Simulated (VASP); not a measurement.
BaZr2O3:

```
Ba Zr O
1.0
     2.39162    1.38080    5.04296
    -2.39162    1.38080    5.04296
     0.00000   -2.76161    5.04296
Ba Zr O
1 2 3
Cartesian
  0.0000 0.0000 7.5644
  0.0000 0.0000 13.5478
  0.0000 0.0000 1.5811
  0.0000 1.3808 5.0430
  -1.1958 -0.6904 5.0430
  1.1958 -0.6904 5.0430
```

The cell was built by a generator and needn't be a form met in nature.

* Program: VASP 6.6.1
* Task: relaxation of cell and atoms
* Functional: PBE
* Potentials or basis: VASP PAW PBE potentials, release 64 (Ba_sv, Zr_sv, O)
* Cutoff: 520 eV
* k mesh: 4 × 4 × 4
* Occupations: gaussian, width 0.15 eV
* Spin: no spin polarisation

At the start: pressure -3.0 GPa; volume 16.65 Å³/atom.

Question: Where does the relaxation end?

Answer: Over 13 steps the energy falls by 463.0 meV/atom and the volume is 16.93 Å³/atom (+1.7 %); space group R-3m (No. 166, to 0.05 Å).

Step by step:
| step | energy change (eV) | largest force (eV/Å) | pressure (GPa) | volume (Å³) |
| --- | --- | --- | --- | --- |
| 1 | 0.0000 | 3.6505 | -2.98 | 99.92 |
| 2 | -1.7743 | 2.5029 | 0.30 | 95.16 |
| 3 | -1.9014 | 0.7283 | 4.62 | 93.33 |
| 4 | -1.9111 | 1.0490 | 3.70 | 93.66 |
| 5 | -2.1352 | 0.2191 | 0.32 | 98.30 |
| 6 | -2.1659 | 0.4209 | -0.73 | 100.74 |
| 7 | -2.3749 | 0.3027 | -2.99 | 102.47 |
| 8 | -2.5842 | 1.3179 | -5.48 | 105.61 |
| 9 | -2.6997 | 1.0581 | -3.61 | 103.95 |
| 10 | -2.7516 | 0.7887 | -1.56 | 102.44 |
| 11 | -2.7585 | 0.6421 | -0.41 | 101.70 |
| 12 | -2.7762 | 0.2148 | 0.08 | 101.62 |
| 13 | -2.7780 | 0.0522 | 0.37 | 101.59 |

Final structure:
```yaml
crystal:
  lattice:
    - [2.29783, 1.32665, 5.55448]
    - [-2.29783, 1.32665, 5.55448]
    - [0.00000, -2.65330, 5.55448]
  atoms:
    - { symbol: Ba, position: [0.50000, 0.50000, 0.50000] }
    - { symbol: Zr, position: [0.93147, 0.93147, 0.93147] }
    - { symbol: Zr, position: [0.06853, 0.06853, 0.06853] }
    - { symbol: O, position: [0.50000, 0.50000, 0.00000] }
    - { symbol: O, position: [0.00000, 0.50000, 0.50000] }
    - { symbol: O, position: [0.50000, 0.00000, 0.50000] }
```

Caveat: the k mesh is coarse (spacing up to 0.39 Å⁻¹), so the values aren't converged.
